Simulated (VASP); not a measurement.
These are LDA (Ceperley-Alder, Perdew-Zunger), VASP's LDA PAW potentials (set 64) (plane waves; VASP 6.6.1) values and carry that method's errors.

The input files of a VASP run:

**INCAR**
```
# general
SYSTEM  = TiCo
PREC    = Accurate
ENCUT   = 500   # plane-wave cut-off (eV)
LREAL   = F
LASPH   = T   # aspherical one-centre terms

# electronic loop
EDIFF   = 1E-6
NELM    = 100   # most electronic steps
ALGO    = Normal   # blocked Davidson
LMAXMIX = 4   # l cut-off of mixed one-centre charges

# smearing
ISMEAR  = 1   # Methfessel-Paxton
SIGMA   = 0.1   # width (eV)

# ions
IBRION  = 2   # conjugate gradients
NSW     = 40   # most ionic steps
ISIF    = 3   # ions, shape and volume
EDIFFG  = -0.02   # ionic stop
PSTRESS = 300   # kbar

# output
LWAVE   = F
LCHARG  = F
```

KPOINTS:
```
Automatic mesh
0
Gamma
13 13 13
0 0 0
```

File POSCAR:
```
TiCo
1
    2.8237357902     0.0000000000     0.0000000000
    0.0000000000     2.8237357902     0.0000000000
    0.0000000000     0.0000000000     2.8237357902
Ti Co
1 1
Direct
  0.0000000000   0.0000000000   0.0000000000
  0.5000000000   0.5000000000   0.5000000000
```

POTCAR, in this order: Ti_sv Co (LDA.64 set). Program: vasp_std.

**Question.** What will the output report for the number of irreducible k-points (NKPTS), largest plane-wave count, number of space-group operations, FFT grid (NGX, NGY, NGZ)?

**Answer.** 
```yaml
number of irreducible k-points (NKPTS): 84
largest_plane_wave_count: 587
number_of_space_group_operations: 48
FFT grid (NGX, NGY, NGZ): 24 × 24 × 24
```

The compound is TiCo in the CsCl type structure. This run relaxes it under an external pressure of 30 GPa. Symmetry was kept, so distortions that lower it aren't found. The run is not spin-polarised, so no magnetic state was tried. The electron count is odd and the run is not spin-polarised, which forces a metal.
